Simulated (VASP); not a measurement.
Consider the following.

```
V2N
1.0
    2.40905    -4.17259     0.00000
    2.40905     4.17259     0.00000
    0.00000     0.00000     4.46382
V N
6 3
Direct
  0.33586   0.33586   0.24693
  0.66414   0.00000   0.24693
  0.00000   0.66414   0.24693
  0.00000   0.33586   0.75307
  0.66414   0.66414   0.75307
  0.33586   0.00000   0.75307
  0.00000   0.00000   0.00000
  0.66667   0.33333   0.50000
  0.33333   0.66667   0.50000
```

Computed with LDA (Ceperley-Alder, Perdew-Zunger), VASP's LDA PAW potentials (set 64) (plane waves; VASP). Settings: 520 eV cut-off, Gaussian smearing of 0.050 eV, potentials V_sv N.

Q: Predict the band gap (along the path) with the smallest direct gap where there is one.

A: 
```json
{
 "band gap (along the path)": "none (metal, semimetal or under 0.01 eV)"
}
```

The compound is V2N in the sg162 structure. It was relaxed first, which changed the volume by -6 %. The run is not spin-polarised, so no magnetic state was tried. The electron count is odd and the run is not spin-polarised, which forces a metal.
